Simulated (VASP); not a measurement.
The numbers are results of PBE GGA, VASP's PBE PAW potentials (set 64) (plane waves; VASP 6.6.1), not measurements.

Input for VASP

INCAR:
```
SYSTEM=FePt
PREC=Accurate; ENCUT=400; LREAL=.False.
LASPH=.True.
EDIFF=1E-6; NELM=100; ALGO=Normal
LMAXMIX=6
ISMEAR=2; SIGMA=0.02
GGA=PE
MAGMOM=3.0 0.0
ISPIN=2
ISIF=2
LWAVE=.False.; LCHARG=.False.; LORBIT=10
```

POSCAR:
```
FePt
1
    2.6556720000     0.0000000000     0.0000000000
    0.0000000000     2.7381800000     0.0000000000
    0.0000000000     0.0000000000     3.6336920000
Fe Pt
1 1
Direct
  0.0000000000   0.0000000000   0.0000000000
  0.5148810000   0.5000000000   0.5000000000
```

### KPOINTS
```
Automatic mesh
0
Gamma
12 12 9
0 0 0
```

POTCAR, in this order: Fe Pt (PBE.64 set). Program: vasp_std.

The run wrote:

File OSZICAR:
```
       N       E                     dE             d eps       ncg     rms          rms(c)
DAV:   1     0.777562417171E+02    0.77756E+02   -0.74439E+03 15372   0.109E+03
DAV:   2    -0.135232062201E+02   -0.91279E+02   -0.81612E+02 15022   0.231E+02
DAV:   3    -0.160578045952E+02   -0.25346E+01   -0.24743E+01 18460   0.471E+01
DAV:   4    -0.160840074535E+02   -0.26203E-01   -0.26197E-01 16939   0.413E+00
DAV:   5    -0.160847542236E+02   -0.74677E-03   -0.74676E-03 19716   0.787E-01    0.177E+01
DAV:   6    -0.166664288192E+02   -0.58167E+00   -0.11487E+01 15883   0.778E+01    0.203E+01
DAV:   7    -0.148891991827E+02    0.17772E+01   -0.75926E+00 18840   0.766E+01    0.921E+00
DAV:   8    -0.147965870626E+02    0.92612E-01   -0.45737E-01 18276   0.112E+01    0.442E+00
DAV:   9    -0.147272997029E+02    0.69287E-01   -0.13611E-01 21417   0.786E+00    0.192E+00
DAV:  10    -0.147172595089E+02    0.10040E-01   -0.30557E-02 22709   0.335E+00    0.647E-01
DAV:  11    -0.147169641482E+02    0.29536E-03   -0.20463E-03 18797   0.690E-01    0.270E-01
DAV:  12    -0.147169445349E+02    0.19613E-04   -0.14233E-04 20378   0.166E-01    0.899E-02
DAV:  13    -0.147169556900E+02   -0.11155E-04   -0.43970E-05 18137   0.762E-02    0.334E-02
DAV:  14    -0.147169516191E+02    0.40709E-05   -0.86177E-06 18788   0.618E-02    0.129E-02
DAV:  15    -0.147169521767E+02   -0.55755E-06   -0.24296E-06 13141   0.350E-02
   1 F= -.14716952E+02 E0= -.14716944E+02  d E =-.331474E-04  mag=     3.2479
```

**OUTCAR**
```
------------------------ aborting loop because EDIFF is reached ----------------------------------------
  FORCE on cell =-STRESS in cart. coord.  units (eV):
  Direction    XX          YY          ZZ          XY          YZ          ZX
  --------------------------------------------------------------------------------------
  Total        3.0007158      1.2897553      2.6183352      0.0000000      0.0000000      0.0000000
  in kB      181.9495196     78.2047886    158.7637287      0.0000000      0.0000000      0.0000000
  external PRESSURE =     139.6393456 kB  Pullay stress =       0.0000000 kB
  volume of cell :       26.42
      direct lattice vectors                 reciprocal lattice vectors
     2.655672000  0.000000000  0.000000000     0.376552526  0.000000000  0.000000000
     0.000000000  2.738180000  0.000000000     0.000000000  0.365206086  0.000000000
     0.000000000  0.000000000  3.633692000     0.000000000  0.000000000  0.275202191
 POSITION                                       TOTAL-FORCE (eV/Angst)
 -----------------------------------------------------------------------------------
      0.00000      0.00000      0.00000         0.207814      0.000000      0.000000
      1.36736      1.36909      1.81685        -0.207814      0.000000      0.000000
 -----------------------------------------------------------------------------------
    total drift:                                0.000030      0.000000      0.000000
  FREE ENERGIE OF THE ION-ELECTRON SYSTEM (eV)
  ---------------------------------------------------
  free  energy   TOTEN  =       -14.7169521767 eV

  energy  without entropy=      -14.7169190293  energy(sigma->0) =      -14.71694389

 total charge

# of ion       s       p       d       tot
------------------------------------------
    1        0.428   0.492   6.164   7.084
    2        0.738   0.718   8.085   9.541
--------------------------------------------------
tot          1.166   1.210  14.248  16.625

 magnetization (x)

# of ion       s       p       d       tot
------------------------------------------
    1        0.005  -0.007   2.868   2.866
    2       -0.026  -0.067   0.440   0.347
--------------------------------------------------
tot         -0.020  -0.074   3.308   3.214
```
(Selected blocks of OUTCAR.)

OUTCAR:
```
 val. band max:        9.2915204487   @ k =   0.3333   0.1667   0.1111

 cond. band min:       9.2945699995   @ k =   0.4167   0.1667   0.3333


 Fermi energy:         9.2925893745

 spin component 1

 k-point     1 :       0.0000    0.0000    0.0000
  band No.  band energies     occupation
      1      -0.6291      1.00000
      2       2.6288      1.00000
      3       2.7910      1.00000
      4       5.5587      1.00000
      5       5.8981      1.00000
      6       6.3853      1.00000
      7       7.1627      1.00000
      8       7.4751      1.00000
      9       8.8206      1.00000
     10       9.0224      1.00000
     11       9.0332      1.00000
     12      11.8405      0.00000
     13      19.8824      0.00000
     14      20.4719      0.00000
     15      21.7337      0.00000

 k-point     2 :       0.0833    0.0000    0.0000
  band No.  band energies     occupation
      1      -0.4338      1.00000
      2       2.7494      1.00000
      3       2.9175      1.00000
      4       5.6176      1.00000
      5       5.8077      1.00000
      6       6.4510      1.00000
      7       7.1069      1.00000
      8       7.4603      1.00000
      9       8.4503      1.00000
     10       8.6237      1.00000
     11       8.9680      1.00000
     12      12.6037      0.00000
     13      19.6773      0.00000
     14      20.8379      0.00000
     15      20.8475      0.00000

 k-point     3 :       0.1667    0.0000    0.0000
  band No.  band energies     occupation
      1       0.1198      1.00000
      2       3.0110      1.00000
      3       3.3613      1.00000
      4       5.5465      1.00000
      5       5.7901      1.00000
      6       6.5922      1.00000
      7       6.9546      1.00000
      8       7.4704      1.00000
      9       7.4919      1.00000
     10       8.1330      1.00000
     11       8.8072      1.00000
     12      14.1177      0.00000
     13      18.1915      0.00000
...
```

Unless said otherwise, spin-orbit coupling is left out, though it shifts the bands of the heavy elements here.

The compound is FePt in the L1_0 structure. The cell was not relaxed at this level, atoms are displaced from their ideal sites. The run is one of a series of settings (ISMEAR = 2, SIGMA = 0.02 against the base run), some of them coarse on purpose.
